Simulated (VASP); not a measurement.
Computed with revPBE GGA, VASP's PBE PAW potentials (set 64) (plane waves; VASP).

VASP input:

**POSCAR**
```
Ti
1
    1.4928413757    -2.5856771701     0.0000000000
    1.4928413757     2.5856771701     0.0000000000
    0.0000000000     0.0000000000     4.7281039223
Ti
2
Direct
  0.3333330000   0.6666670000   0.2500000000
  0.6666670000   0.3333330000   0.7500000000
```

File KPOINTS:
```
Automatic mesh
0
Gamma
14 14 8
0 0 0
```

### INCAR
```
! general
SYSTEM  = Ti
PREC    = Accurate
ENCUT   = 520
LREAL   = .FALSE.
LASPH   = .TRUE.

! electronic loop
EDIFF   = 1E-7
NELM    = 100
ALGO    = Normal
LMAXMIX = 4

! smearing
ISMEAR  = 1
SIGMA   = 0.1

! functional
GGA     = RE

! ions
IBRION  = 2
NSW     = 30
ISIF    = 4
EDIFFG  = -0.01

! output
LWAVE   = .FALSE.
LCHARG  = .FALSE.
```

POTCAR, in this order: Ti_sv (PBE.64 set). Program: vasp_std.

### Question
Predict the energy per atom (σ→0), band gap (on the k-mesh).

### Answer

energy per atom (σ→0): -7.515 eV/atom
band gap (on the k-mesh): none (metal, semimetal or under 0.01 eV)

**OSZICAR**
```
...
       N       E                     dE             d eps       ncg     rms          rms(c)
DAV:   1    -0.150299928696E+02   -0.91118E-04   -0.51481E-03  4064   0.104E+00    0.675E-02
DAV:   2    -0.150299403096E+02    0.52560E-04   -0.30696E-04  3872   0.219E-01    0.351E-02
DAV:   3    -0.150299174573E+02    0.22852E-04   -0.86339E-05  5600   0.988E-02    0.404E-03
DAV:   4    -0.150299174790E+02   -0.21695E-07   -0.73216E-06  4544   0.396E-02    0.198E-03
DAV:   5    -0.150299177095E+02   -0.23046E-06   -0.28380E-07  3936   0.649E-03    0.320E-04
DAV:   6    -0.150299177248E+02   -0.15319E-07   -0.46924E-08  2200   0.365E-03
   2 F= -.15029918E+02 E0= -.15030533E+02  d E =-.158849E-04
```

The compound is Ti in the hcp structure. This cell is one point of a volume scan, at 1.03 of the reference volume. Symmetry was kept, so distortions that lower it aren't found.
